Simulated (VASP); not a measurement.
Input of a VASP 6.6.1 run:

File INCAR:

```
ALGO = Fast
EDIFF = 1E-5
ENCUT = 520
GGA = PE
ISIF = 2
ISMEAR = 0
LASPH = True
LCHARG = False
LREAL = Auto
LWAVE = False
NELM = 80
PREC = Normal
SIGMA = 0.15
```

The input KPOINTS:

```
k-points
0
Gamma
  6 6 6
```

POSCAR

```
AlB2Sb3
1.0
   -1.9581400000      5.9393600000      2.8311400000
    3.9162800000    -11.8787200000      5.6622800000
    1.9581400000      5.9393600000     -2.8311400000
Al B Sb
2 4 6
Direct
    0.5019790000      0.0009895000      0.5000000000
    0.5019790000      0.5009895000      0.5000000000
    0.8300780000      0.0008395000      0.8283990000
    0.8300780000      0.5008395000      0.8283990000
    0.1732800000      0.0008395000      0.1716010000
    0.1732800000      0.5008395000      0.1716010000
    0.9581050000      0.1370355000      0.6840340000
    0.9581050000      0.6370355000      0.6840340000
    0.5900360000      0.1370355000      0.3159660000
    0.5900360000      0.6370355000      0.3159660000
    0.1963580000      0.0981790000      0.0000000000
    0.1963580000      0.5981790000      0.0000000000
```

Potentials or basis: VASP PAW PBE potentials, release 64 (Al, B, Sb).

The run is started by

```console
$ cat potpaw_PBE.64/Al/POTCAR potpaw_PBE.64/B/POTCAR potpaw_PBE.64/Sb/POTCAR > POTCAR
$ mpirun -np 1 vasp_std > vasp.out
```

(1) Estimate the pressure.

(2) Predict the band gap on the k mesh.

Answers

(1) 0.0 GPa.

(2) 0.27 eV.

Caveat: spin-orbit coupling is left out, which moves the levels of the heavy elements.
